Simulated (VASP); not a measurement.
Input:

```
CELL_PARAMETERS angstrom
      0.00000     3.31366     3.31366
      3.31366     0.00000     3.31366
      3.31366     3.31366     0.00000
ATOMIC_POSITIONS crystal
  Te 0.50000 0.50000 0.50000
  Pb 0.00000 0.00000 0.00000
```

These are revPBE GGA, VASP's PBE PAW potentials (set 64) (plane waves; VASP) values and carry that method's errors. Settings: 520 eV cut-off, 7×7×7 Γ-centred mesh, Gaussian smearing of 0.050 eV, potentials Te Pb_d.

Estimate the energy per atom (σ→0).

```yaml
energy per atom (σ→0): -3.465 eV/atom
```

The compound is PbTe in the rock salt structure. It was relaxed first, which changed the volume by +8 %.
